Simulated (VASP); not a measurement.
The input files of a VASP run:

KPOINTS:
```
Automatic mesh
0
Gamma
13 13 13
0 0 0
```

**INCAR**
```
ISIF=3
EDIFF=1E-6
NELM=100
PSTRESS=450
ENCUT=500
LCHARG=.FALSE.
LASPH=.TRUE.
ALGO=Normal   # blocked Davidson
NSW=40
GGA=PS   # PBEsol
ISMEAR=1   # Methfessel-Paxton
EDIFFG=-0.02   # ionic stop
PREC=Accurate
IBRION=2   # conjugate gradients
LREAL=.FALSE.
SIGMA=0.1   # width (eV)
SYSTEM=Si
LWAVE=.FALSE.
```

### POSCAR
```
Si
1.0
  0.0000000000   2.4802787011   2.4802787011
  2.4802787011   0.0000000000   2.4802787011
  2.4802787011   2.4802787011   0.0000000000
Si
2
direct
  1.0000000000   1.0000000000   1.0000000000
  0.2500000000   0.2500000000   0.2500000000
```

POTCAR, in this order: Si (PBE.64 set). Program: vasp_std.

### Question
Translate this PBEsol calculation to Ansatz.

### Answer
One equivalent input (not run):
Ansatz 0.2 input:
```yaml
crystal:
  lattice:
    - [0.0000000, 2.4802787, 2.4802787]
    - [2.4802787, 0.0000000, 2.4802787]
    - [2.4802787, 2.4802787, 0.0000000]
  atoms:
    - { symbol: Si, position: [1.0000000, 1.0000000, 1.0000000] }
    - { symbol: Si, position: [0.2500000, 0.2500000, 0.2500000] }
kpoints:
  mp_grid: { grid: [13, 13, 13] }
hamiltonian:
  xc: pbesol
  pseudopotentials: { kind: paw }
scf:
  occupations: { method: methfessel_paxton, width: 0.1 }
  max_iter: 100
relax:
  max_steps: 40
  f_tol: 0.02
  cell: { p_target: 45 }
output: { forces: true, stress: true, eigenvalues: true }
```
The two are equivalent in intent, not identical: each code has its own PAW files, so the cut-off isn't converted (ENCUT is set for VASP's; basis.ecutwfc is left out, and Ansatz then takes the one that its files recommend); Ansatz stops its SCF on the density residual and VASP on the energy change (EDIFF).

The compound is Si in the diamond structure. It was relaxed first under an external pressure of 45 GPa.
